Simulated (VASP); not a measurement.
Write the native input for VASP 6.6.1 that does the following.

```yaml
Task: band structure
Functional: BLYP
Potentials_or_basis: VASP PAW PBE potentials, release 64 (Ba_sv, V_sv, Tl_d, O)
Cutoff: 520 eV
k_mesh: 4 × 4 × 4
Occupations: fermi-dirac, width 0.05 eV
Spin: collinear spin, ferromagnetic start
Starting_moments: "[0.0, 0.0, 2.0, 2.0, 2.0, 0.0, 0.0, 0.0, 0.0, 0.0, 0.0, 0.0, 0.0, 0.0, 0.0, 0.0, 0.0, 0.0, 0.0, 0.0, 0.0, 0.0] μB"
Further_INCAR_settings: ALGO = Normal; EDIFF = 1e-07; NBANDS = 119
```

The system is Ba2Tl5V3O12.

```
Ba V Tl O
1.0
     8.32819    0.00001    0.00002
    -4.16409    7.21244   -0.00002
     0.00001   -0.00001    7.19022
Ba V Tl O
2 3 5 12
Direct
  0.00000 0.00000 0.23137
  0.00000 0.00000 0.76863
  0.50000 0.00000 0.00000
  0.00000 0.50000 0.00000
  0.50000 0.50000 0.00000
  0.50000 0.00000 0.50000
  0.00000 0.50000 0.50000
  0.50000 0.50000 0.50000
  0.33333 0.66667 0.22181
  0.66667 0.33333 0.77819
  0.34156 0.34462 0.82029
  0.65538 0.99694 0.82029
  0.00306 0.65844 0.82029
  0.34462 0.34156 0.17971
  0.99694 0.65538 0.17971
  0.65844 0.00306 0.17971
  0.65844 0.65538 0.17971
  0.34462 0.00306 0.17971
  0.99694 0.34156 0.17971
  0.65538 0.65844 0.82029
  0.00306 0.34462 0.82029
  0.34156 0.99694 0.82029
```

The cell was built by a generator and needn't be a form met in nature.

These files were run (other wordings do the same):

POSCAR

```
Ba2Tl5V3O12                             
1.0
    8.3281878736      0.0000142067      0.0000150751
   -4.1640867401      7.2124369310     -0.0000150751
    0.0000127623     -0.0000073683      7.1902204228
  Ba              V               Tl              O             
     2     3     5    12
Direct
     0.9999997002168219    0.0000002997831739    0.2313669826135937
     0.0000002997831780    0.9999997002168262    0.7686330173864067
     0.5000000000000000    0.0000000000000000    0.0000000000000000
     0.0000000000000000    0.5000000000000000    0.0000000000000000
     0.5000000000000000    0.5000000000000000    0.0000000000000000
     0.5000000000000000    0.0000000000000000    0.5000000000000000
     0.0000000000000000    0.5000000000000000    0.5000000000000000
     0.5000000000000000    0.5000000000000000    0.5000000000000000
     0.3333328644192648    0.6666671355807464    0.2218066546901027
     0.6666671355807351    0.3333328644192536    0.7781933453098973
     0.3415603654357890    0.3446243099442304    0.8202853861278370
     0.6553771234148289    0.9969367095533352    0.8202851299998766
     0.0030640261609322    0.6584400801458318    0.8202854498991655
     0.3446243099762749    0.3415603653962089    0.1797146138721676
     0.9969367095929348    0.6553771234864780    0.1797148700001222
     0.6584400800741856    0.0030640261288698    0.1797145501008314
     0.6584396345642110    0.6553756900557691    0.1797146138721633
     0.3446228765851710    0.0030632904466648    0.1797148700001235
     0.9969359738390680    0.3415599198541685    0.1797145501008345
     0.6553756900237249    0.6584396346037911    0.8202853861278323
     0.0030632904070652    0.3446228765135216    0.8202851299998779
     0.3415599199258142    0.9969359738711301    0.8202854498991686
```

INCAR.step1

```
SYSTEM = Ba2Tl5V3O12
AGGAC = 1.0 ; AGGAX = 1.0
ALDAC = 0.0 ; ALDAX = 1.0
ALGO = Normal ; EDIFF = 1E-7
ENCUT = 520 ; GGA = B5
ISIF = 2 ; ISMEAR = -1
ISPIN = 2 ; KPAR = 4
LASPH = .True. ; LCHARG = .True.
LMAXMIX = 4 ; LORBIT = 11
LREAL = .False. ; LWAVE = .False.
MAGMOM = 0 0 2 2 2 0 0 0 0 0 0 0 0 0 0 0 0 0 0 0 0 0 ; NBANDS = 119
NELM = 100 ; PREC = Accurate
SIGMA = 0.05
```

KPOINTS.step1

```
k-points
0
Gamma
  4 4 4
  0 0 0
```

INCAR.step2

```
SYSTEM = Ba2Tl5V3O12
AGGAC = 1.0 ; AGGAX = 1.0
ALDAC = 0.0 ; ALDAX = 1.0
ALGO = Normal ; EDIFF = 1E-7
ENCUT = 520 ; GGA = B5
ICHARG = 11 ; ISIF = 2
ISMEAR = 0 ; ISPIN = 2
KPAR = 4 ; LASPH = .True.
LCHARG = .False. ; LMAXMIX = 4
LORBIT = 11 ; LREAL = .False.
LWAVE = .False. ; MAGMOM = 0 0 2 2 2 0 0 0 0 0 0 0 0 0 0 0 0 0 0 0 0 0
NBANDS = 119 ; NELM = 100
PREC = Accurate ; SIGMA = 0.05
```

KPOINTS.step2

```
path GMKGALHA,LM,KH
20
line-mode
reciprocal
 0.0000000000  0.0000000000  0.0000000000  G
 0.5000000000  0.0000000000  0.0000000000  M

 0.5000000000  0.0000000000  0.0000000000  M
 0.3333333333  0.3333333333  0.0000000000  K

 0.3333333333  0.3333333333  0.0000000000  K
 0.0000000000  0.0000000000  0.0000000000  G

 0.0000000000  0.0000000000  0.0000000000  G
 0.0000000000  0.0000000000  0.5000000000  A

 0.0000000000  0.0000000000  0.5000000000  A
 0.5000000000  0.0000000000  0.5000000000  L

 0.5000000000  0.0000000000  0.5000000000  L
 0.3333333333  0.3333333333  0.5000000000  H

 0.3333333333  0.3333333333  0.5000000000  H
 0.0000000000  0.0000000000  0.5000000000  A

 0.5000000000  0.0000000000  0.5000000000  L
 0.5000000000  0.0000000000  0.0000000000  M

 0.3333333333  0.3333333333  0.0000000000  K
 0.3333333333  0.3333333333  0.5000000000  H
```

Potentials or basis: VASP PAW PBE potentials, release 64 (Ba_sv, V_sv, Tl_d, O).

Command:

```console
$ cat potpaw_PBE.64/Ba_sv/POTCAR potpaw_PBE.64/V_sv/POTCAR potpaw_PBE.64/Tl_d/POTCAR potpaw_PBE.64/O/POTCAR > POTCAR
$ cp INCAR.step1 INCAR
$ cp KPOINTS.step1 KPOINTS
$ mpirun -np 4 vasp_std > vasp.out
$ cp INCAR.step2 INCAR
$ cp KPOINTS.step2 KPOINTS
$ mpirun -np 4 vasp_std > vasp.out
```

Results of the run:

```yaml
Band_gap_along_the_path: none (metal or under the smearing width)
Net_moment: 0.00 μB per cell
```

Caveat: the log is that of the step along the path at fixed density, whose energy, stress, charges and moments have no meaning; spin-orbit coupling is left out, which moves the levels of the heavy elements; semilocal functionals often make such compounds metallic where correlation or magnetic order opens a gap, which also shifts bond lengths.

Run time: 70 min on 4 MPI ranks on Intel(R) Xeon(R) Platinum 8559C (Emerald Rapids) (shared host), peak memory 9.3 GiB a rank.
